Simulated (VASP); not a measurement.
# TiRuN2 (P-4m2) in VASP: further runs

One crystal, TiRuN2, is run at these levels: PBE; tasks: relaxation of cell and atoms.

Program: VASP 6.6.1. These are calculated values, not measurements. Logs are shortened: lines on timing, memory, paths and dates and some standing lists are left out, and cuts for length are marked.

### Step 1. The crystal as given

The structure is tetragonal, space group P-4m2 (No. 115). Conventional cell: a = 3.237 Å, b = 3.237 Å, c = 4.571 Å, α = 90.00°, β = 90.00°, γ = 90.00°. Around Ti (site symmetry -4m2) lie 4 N at 1.96 Å. Around Ru (site symmetry -4m2) lie 4 N at 2.00 Å. N (site symmetry 2mm) has 2 Ti at 1.96 Å and 2 Ru at 2.00 Å as nearest neighbours.

The cell was built by a generator and needn't be a form met in nature.

### Step 2. Relaxation of cell and atoms, PBE

Contents of INCAR:

```
PREC = Accurate
ENCUT = 520
EDIFF = 1E-6
ISMEAR = 0
SIGMA = 0.1
LREAL = False
LASPH = True
NELM = 120
ALGO = Normal
ISIF = 3
LWAVE = False
LCHARG = False
GGA = PE
IBRION = 2
NSW = 90
EDIFFG = -0.01
KPAR = 4
```

Contents of KPOINTS:

```
regular mesh
0
Gamma
  10 10 8
```

Contents of POSCAR:

```
TiRuN2
1.0
    3.2370000000      0.0000000000      0.0000000000
    0.0000000000      3.2370000000      0.0000000000
    0.0000000000      0.0000000000      4.5710000000
Ti Ru N
1 1 2
Direct
    0.0000000000      0.0000000000      0.0000000000
    0.5000000000      0.5000000000      0.5000000000
    0.5000000000      0.0000000000      0.7580398200
    0.0000000000      0.5000000000      0.2419601800
```

Potentials or basis: VASP PAW PBE potentials, release 64 (Ti_sv, Ru_pv, N).

Launch:

```sh
$ cat potpaw_PBE.64/Ti_sv/POTCAR potpaw_PBE.64/Ru_pv/POTCAR potpaw_PBE.64/N/POTCAR > POTCAR
$ mpirun -np 4 vasp_std > vasp.out
```

OUTCAR:

```text
PREC = Accurate
   ENCUT = 520
   EDIFF = 1E-6
   ISMEAR = 0
   LREAL = False
   LASPH = True
   NELM = 120
   ISIF = 3
   GGA = PE
   IBRION = 2
   NSW = 90
   EDIFFG = -0.01

 ion  position               nearest neighbor table
   1  0.000  0.000  0.000-   3 1.96   4 1.96   4 1.96   3 1.96
   2  0.500  0.500  0.500-   3 2.00   4 2.00   3 2.00   4 2.00
   3  0.500  0.000  0.758-   1 1.96   1 1.96   2 2.00   2 2.00
   4  0.000  0.500  0.242-   1 1.96   1 1.96   2 2.00   2 2.00

  LATTYP: Found a simple tetragonal cell.
 ALAT       =     3.2370000000
 C/A-ratio  =     1.4121099784

  Lattice vectors:

 A1 = (   3.2370000000,   0.0000000000,   0.0000000000)
 A2 = (   0.0000000000,   3.2370000000,   0.0000000000)
 A3 = (   0.0000000000,   0.0000000000,   4.5710000000)

Analysis of symmetry for initial positions (statically):
=====================================================================
 Subroutine PRICEL returns:
 Original cell was already a primitive cell.

 Routine SETGRP: Setting up the symmetry group for a
 simple tetragonal supercell.

 Subroutine GETGRP returns: Found  8 space group operations
 (whereof  8 operations were pure point group operations)
 out of a pool of 16 trial point group operations.

The static configuration has the point symmetry D_2d.

Analysis of symmetry for dynamics (positions and initial velocities):
=====================================================================
 Subroutine PRICEL returns:
 Original cell was already a primitive cell.

 Routine SETGRP: Setting up the symmetry group for a
 simple tetragonal supercell.

 Subroutine GETGRP returns: Found  8 space group operations
 (whereof  8 operations were pure point group operations)
 out of a pool of 16 trial point group operations.

The dynamic configuration has the point symmetry D_2d.

 Subroutine INISYM returns: Found  8 space group operations
 (whereof  8 operations are pure point group operations),
 and found     1 'primitive' translations

----------------------------------------------------------------------------------------

                                     Primitive cell

  volume of cell :      47.8957

  direct lattice vectors                    reciprocal lattice vectors
     3.237000000  0.000000000  0.000000000     0.308928020  0.000000000  0.000000000
     0.000000000  3.237000000  0.000000000     0.000000000  0.308928020  0.000000000
     0.000000000  0.000000000  4.571000000     0.000000000  0.000000000  0.218770510

  length of vectors
     3.237000000  3.237000000  4.571000000     0.308928020  0.308928020  0.218770510

  position of ions in fractional coordinates (direct lattice)
     0.000000000  0.000000000  0.000000000
     0.500000000  0.500000000  0.500000000
     0.500000000  0.000000000  0.758039820
     0.000000000  0.500000000  0.241960180

  ion indices of the primitive-cell ions
   primitive index   ion index
                 1           1
                 2           2
                 3           3
                 4           4

----------------------------------------------------------------------------------------

 KPOINTS: regular mesh

Automatic generation of k-mesh.
 Grid dimensions read from file:
 generate k-points for:   10   10    8

 Generating k-lattice:

  Cartesian coordinates                     Fractional coordinates (reciprocal lattice)
     0.030892802  0.000000000  0.000000000     0.100000000  0.000000000  0.000000000
     0.000000000  0.030892802  0.000000000     0.000000000  0.100000000  0.000000000
     0.000000000  0.000000000  0.027346314     0.000000000  0.000000000  0.125000000

  Length of vectors
     0.030892802  0.030892802  0.027346314

  Shift w.r.t. Gamma in fractional coordinates (k-lattice)
     0.000000000  0.000000000  0.000000000

 Subroutine IBZKPT returns following result:
 ===========================================

 Found    105 irreducible k-points:

 Following reciprocal coordinates:
            Coordinates               Weight
  0.000000  0.000000  0.000000      1.000000
  0.100000  0.000000  0.000000      4.000000
  0.200000  0.000000  0.000000      4.000000
  0.300000  0.000000  0.000000      4.000000
  0.400000  0.000000  0.000000      4.000000
  0.500000  0.000000  0.000000      2.000000
[... 16 lines left out ...]
  0.100000  0.000000  0.125000      8.000000
  0.200000  0.000000  0.125000      8.000000
 [... further k-points ...]
   k-points           NKPTS =    105   k-points in BZ     NKDIM =    105   number of bands    NBANDS=     22
   number of dos      NEDOS =    301   number of ions     NIONS =      4
   total plane-waves  NPLWV =  20736
   dimension x,y,z NGX =    24 NGY =   24 NGZ =   36
   dimension x,y,z NGXF=    48 NGYF=   48 NGZF=   72
   ions per type =               1   1   2
   NGX,Y,Z   is equivalent  to a cutoff of  12.33, 12.33, 13.09 a.u.
   NGXF,Y,Z  is equivalent  to a cutoff of  24.65, 24.65, 26.19 a.u.
 SYSTEM =  unknown system
   PREC   = accura    normal or accurate (medium, high low for compatibility)
   ISTART =      0    job   : 0-new  1-cont  2-samecut
   ICHARG =      2    charge: 1-file 2-atom 10-const
   ISPIN  =      1    spin polarized calculation?
   LNONCOLLINEAR =      F non collinear calculations
   LSORBIT =      F    spin-orbit coupling
   LASPH  =      T    aspherical Exc in radial PAW
   ENCUT  =  520.0 eV  38.22 Ry    6.18 a.u.   6.02  6.02  8.50*2*pi/ulx,y,z
   NELM   =    120;   NELMIN=  2; NELMDL= -5     # of ELM steps
   EDIFF  = 0.1E-05   stopping-criterion for ELM
   LREAL  =      F    real-space projection
   EDIFFG = -.1E-01   stopping-criterion for IOM
   NSW    =     90    number of steps for IOM
   IBRION =      2    ionic relax: 0-MD 1-quasi-New 2-CG
   NFREE  =      1    steps in history (QN), initial steepest desc. (CG)
   ISIF   =      3    stress and relaxation
   ISYM   =      2    0-nonsym 1-usesym 2-fastsym
   POTIM  = 0.5000    time-step for ionic-motion
   TEBEG  =    0.0;   TEEND  =   0.0 temperature during run
   PSTRESS=    0.0 pullay stress
   NELECT =      36.0000    total number of electrons
   NUPDOWN=      -1.0000    fix difference up-down
   EMIN   =  10.00;   EMAX   =-10.00  energy-range for DOS
   EFERMI =   0.00;   METHOD = LEGACY
   ISMEAR =     0;   SIGMA  =   0.10  broadening in eV -4-tet -1-fermi 0-gaus
   EFERMI_NEDOS =   21; number of points for ismear=-14 and -15
   IALGO  =     38    algorithm
   IMIX   =      4    mixing-type and parameters
     AMIX     =   0.40;   BMIX     =  1.00
     AMIX_MAG =   1.60;   BMIX_MAG =  1.00
  volume/ion in A,a.u.               =      11.97        80.80
  Fermi-wavevector in a.u.,A,eV,Ry     =   1.488482  2.812822 30.144760  2.215577
  Thomas-Fermi vector in A             =   2.601511
   LORBIT       =      0    0 simple, 1 ext, 2 COOP (PROOUT), +10 PAW based schemes
   GGA     = PE    functional components
   LHFCALC =     F    Hartree Fock is set to
   AEXX    =    0.0000 exact exchange contribution
   IVDW    =     0    specifies the selected vdW correction
   LEPSILON=     F    determine dielectric tensor
   LRPA    =     F    only Hartree local field effects (RPA)
 conjugate gradient relaxation of ions
 non-spin polarized calculation
 Gauss-broadening in eV      SIGMA  =   0.10
  energy-cutoff  :      520.00
  volume of cell :       47.90
 maximum number of plane-waves:      1311
   NGX = 13   NGY = 13   NGZ = 17

--------------------------------------- Ionic step        1  -------------------------------------------

 number of electron      36.0000010 magnetization

 Free energy of the ion-electron system (eV)
  ---------------------------------------------------
  ext. energy  EPLUGINS =         0.00000000
  ---------------------------------------------------
  free energy    TOTEN  =       -35.89516105 eV

  energy without entropy =      -35.88675011  energy(sigma->0) =      -35.89095558

------------------------ aborting loop because EDIFF is reached ----------------------------------------

  FORCE on cell =-STRESS in cart. coord.  units (eV):
  Direction    XX          YY          ZZ          XY          YZ          ZX
  --------------------------------------------------------------------------------------
  -------------------------------------------------------------------------------------
  Total        0.0024376      0.0024376     -0.0526523      0.0000000     -0.0000000      0.0000000
  in kB        0.0815402      0.0815402     -1.7612931      0.0000000     -0.0000000      0.0000000
  external PRESSURE =      -0.5327375 kB  Pullay stress =       0.0000000 kB

 VOLUME and BASIS-vectors are now :
 -----------------------------------------------------------------------------
  energy-cutoff  :      520.00
  volume of cell :       47.90
      direct lattice vectors                 reciprocal lattice vectors
     3.237000000  0.000000000  0.000000000     0.308928020  0.000000000  0.000000000
     0.000000000  3.237000000  0.000000000     0.000000000  0.308928020  0.000000000
     0.000000000  0.000000000  4.571000000     0.000000000  0.000000000  0.218770510
[... 229 lines left out ...]
 POSITION                                       TOTAL-FORCE (eV/Angst)
 -----------------------------------------------------------------------------------
      3.24119      0.00000      0.00000        -0.000000     -0.000000      0.000000
      1.62060      1.62060      2.27980         0.000000     -0.000000      0.000000
      1.62060      3.24119      3.44918         0.000000     -0.000000      0.002827
      3.24119      1.62060      1.11041        -0.000000      0.000000     -0.002827
 -----------------------------------------------------------------------------------
    total drift:                                0.000000      0.000000     -0.000000

  FREE ENERGIE OF THE ION-ELECTRON SYSTEM (eV)
  ---------------------------------------------------
  free  energy   TOTEN  =       -35.8958353738 eV

  energy  without entropy=      -35.8870897749  energy(sigma->0) =      -35.89146257

--------------------------------------- Ionic step        8  -------------------------------------------

 number of electron      36.0000010 magnetization

 Free energy of the ion-electron system (eV)
  ---------------------------------------------------
  ext. energy  EPLUGINS =         0.00000000
  ---------------------------------------------------
  free energy    TOTEN  =       -35.89583922 eV

  energy without entropy =      -35.88704944  energy(sigma->0) =      -35.89144433

 E-fermi :   8.5041     XC(G=0): -11.9519

 val. band max:        8.4973121445   @ k =   0.4000   0.0000   0.1250
 cond. band min:       8.5285693518   @ k =   0.4000   0.2000   0.5000
 fundamental gap:      0.0312572072
 Fermi energy:         8.5041247071

 k-point     1 :       0.0000    0.0000    0.0000
  band No.  band energies     occupation
      1     -48.7058      2.00000
      2     -34.7725      2.00000
      3     -34.5960      2.00000
      4     -34.5960      2.00000
      5     -25.0623      2.00000
      6     -24.9321      2.00000
[... 14 lines left out ...]
     21      10.2172      0.00000
     22      10.3196      0.00000
[... 552 lines left out ...]
  band No.  band energies     occupation
      1     -48.7010      2.00000
      2     -34.7684      2.00000
      3     -34.6310      2.00000
      4     -34.5935      2.00000
      5     -25.0590      2.00000
      6     -24.9961      2.00000
[... 14 lines left out ...]
     21      11.1386      0.00000
     22      11.2285      0.00000

 [... further k-points ...]
[... 5 lines left out ...]
  --------------------------------------------------------------------------------------
  -------------------------------------------------------------------------------------
  Total       -0.0090670     -0.0090670      0.0041824      0.0000000      0.0000000      0.0000000
  in kB       -0.3033757     -0.3033757      0.1399406      0.0000000      0.0000000      0.0000000
  external PRESSURE =      -0.1556036 kB  Pullay stress =       0.0000000 kB

 VOLUME and BASIS-vectors are now :
 -----------------------------------------------------------------------------
  energy-cutoff  :      520.00
  volume of cell :       47.88
      direct lattice vectors                 reciprocal lattice vectors
     3.242777199  0.000000000  0.000000000     0.308377646  0.000000000  0.000000000
     0.000000000  3.242777199 -0.000000000     0.000000000  0.308377646  0.000000000
     0.000000000 -0.000000000  4.553623637     0.000000000  0.000000000  0.219605325

 POSITION                                       TOTAL-FORCE (eV/Angst)
 -----------------------------------------------------------------------------------
      0.00000      0.00000      0.00000        -0.000000      0.000000      0.000000
      1.62139      1.62139      2.27681        -0.000000     -0.000000      0.000000
      1.62139     -0.00000      3.44450        -0.000000      0.000000     -0.001927
      0.00000      1.62139      1.10912         0.000000     -0.000000      0.001927
 -----------------------------------------------------------------------------------
    total drift:                                0.000000      0.000000     -0.000000

  FREE ENERGIE OF THE ION-ELECTRON SYSTEM (eV)
  ---------------------------------------------------
  free  energy   TOTEN  =       -35.8958392173 eV

  energy  without entropy=      -35.8870494399  energy(sigma->0) =      -35.89144433

 reached required accuracy - stopping structural energy minimisation
```

Run time: 77 s. Hardware: 4 MPI ranks of Intel Xeon Platinum 8375C at 2.90GHz (Ice Lake), shared host; peak memory 0.24 GiB.

What came out:

| Quantity | Value |
| --- | --- |
| Free energy | -35.8958 eV |
| Relaxed volume | 11.97 Å³/atom |
| Relaxed cell | a = 3.243 Å, b = 3.243 Å, c = 4.554 Å, α = 90.00°, β = 90.00°, γ = 90.00° |
| Space group after relaxing (to 0.05 Å) | P-4m2 (No. 115) |
| Energy gained by relaxing | 0.2 meV/atom |
| Ionic steps | 8 |
| Pressure after relaxing | 0.0 GPa |
| Band gap on the k mesh | none (metal or under the smearing width) |

The path:
| step | energy change (eV) | largest force (eV/Å) | pressure (GPa) | volume (Å³) |
| --- | --- | --- | --- | --- |
| 1 | 0.0000 | 0.0825 | -0.05 | 47.90 |
| 2 | -0.0005 | 0.0296 | 0.10 | 47.87 |
| 3 | -0.0005 | 0.0106 | 0.20 | 47.85 |
| 4 | -0.0005 | 0.0016 | 0.18 | 47.85 |
| 5 | -0.0006 | 0.0099 | -0.25 | 47.95 |
| 6 | -0.0006 | 0.0071 | -0.11 | 47.91 |
| 7 | -0.0007 | 0.0028 | -0.08 | 47.90 |
| 8 | -0.0007 | 0.0019 | -0.02 | 47.88 |

Final structure:
```yaml
crystal:
  lattice:
    - [3.24278, 0.00000, 0.00000]
    - [0.00000, 3.24278, 0.00000]
    - [0.00000, 0.00000, 4.55362]
  atoms:
    - { symbol: Ti, position: [0.00000, 0.00000, 0.00000] }
    - { symbol: Ru, position: [0.50000, 0.50000, 0.50000] }
    - { symbol: N, position: [0.50000, 0.00000, 0.75643] }
    - { symbol: N, position: [0.00000, 0.50000, 0.24357] }
```

(Part 1 of 2 ends here.)
